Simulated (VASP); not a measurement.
VASP input:

File KPOINTS:
```
Automatic mesh
0
Gamma
9 9 9
0 0 0
```

### POSCAR
```
InAs
1
    3.5122308007     0.0000000000     0.0000000000
   -0.0000000000     3.5122308007     0.0000000000
   -0.0000000000    -0.0000000000     3.5122308007
In As
1 1
Direct
  0.0000000000   0.0000000000   0.0000000000
  0.5000000000   0.5000000000   0.5000000000
```

INCAR:
```
# general
SYSTEM =InAs
PREC   =Accurate
ENCUT  =400
LREAL  =.FALSE.
LASPH  =.TRUE.

# electronic loop
EDIFF  =1E-6
NELM   =100
ALGO   =Normal
LMAXMIX=4

# smearing
ISMEAR =1
SIGMA  =0.1

# functional
GGA    =PS

# ions
IBRION =2
NSW    =60
ISIF   =3
EDIFFG =-0.01

# output
LWAVE  =.FALSE.
LCHARG =.FALSE.
```

POTCAR, in this order: In_d As (PBE.64 set). Program: vasp_std.

Question: Translate this PBEsol calculation to Ansatz.

Answer: One equivalent input (not run):
Ansatz 0.2 input:
```yaml
crystal:
  lattice:
    - [3.5122308, 0.0000000, 0.0000000]
    - [0.0000000, 3.5122308, 0.0000000]
    - [0.0000000, 0.0000000, 3.5122308]
  atoms:
    - { symbol: In, position: [0.0000000, 0.0000000, 0.0000000] }
    - { symbol: As, position: [0.5000000, 0.5000000, 0.5000000] }
kpoints:
  mp_grid: { grid: [9, 9, 9] }
hamiltonian:
  xc: pbesol
  pseudopotentials: { kind: paw }
scf:
  occupations: { method: methfessel_paxton, width: 0.1 }
  max_iter: 100
relax:
  max_steps: 60
  f_tol: 0.01
  cell: {}
output: { forces: true, stress: true, eigenvalues: true }
```
Limits of the translation: each code has its own PAW files, so the cut-off isn't converted (ENCUT is set for VASP's; basis.ecutwfc is left out, and Ansatz then takes the one that its files recommend); Ansatz stops its SCF on the density residual and VASP on the energy change (EDIFF).

The structure was generated: InAs was put into the CsCl type type (Pm-3m), which need not be its known phase. This run relaxes it. Symmetry was kept, so distortions that lower it aren't found. The start is the result of an earlier pass.
